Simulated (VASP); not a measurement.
```
MgSe
1.0
    0.00000     2.79667     2.76693
    2.65500     0.00000     2.76693
    2.65500     2.79667     0.00000
Mg Se
1 1
Direct
  0.00000   0.00000   0.00000
  0.49361   0.50639   0.50639
```

These are PBE GGA, VASP's PBE PAW potentials (set 64) (plane waves; VASP) values and carry that method's errors. Numerical set-up: 520 eV cut-off, 8×8×8 Γ-centred mesh, Gaussian smearing of 0.050 eV, potentials Mg_pv Se.

### Question
Estimate the energy per atom (σ→0), pressure, largest force.

### Answer

```
Property                                Value
---------------------  ----------------------
energy per atom (σ→0)  -359.9 kJ/mol of atoms
pressure                             1.41 GPa
largest force                      0.144 eV/Å
```

Only differences to runs with the same potentials and settings are physical.

The compound is MgSe in the rock salt structure. The cell was not relaxed at this level, atoms are displaced from their ideal sites. The run is one of a series of settings (ENCUT = 520, POTCAR Mg_pv Se (PBE.64 set) against the base run), some of them coarse on purpose.
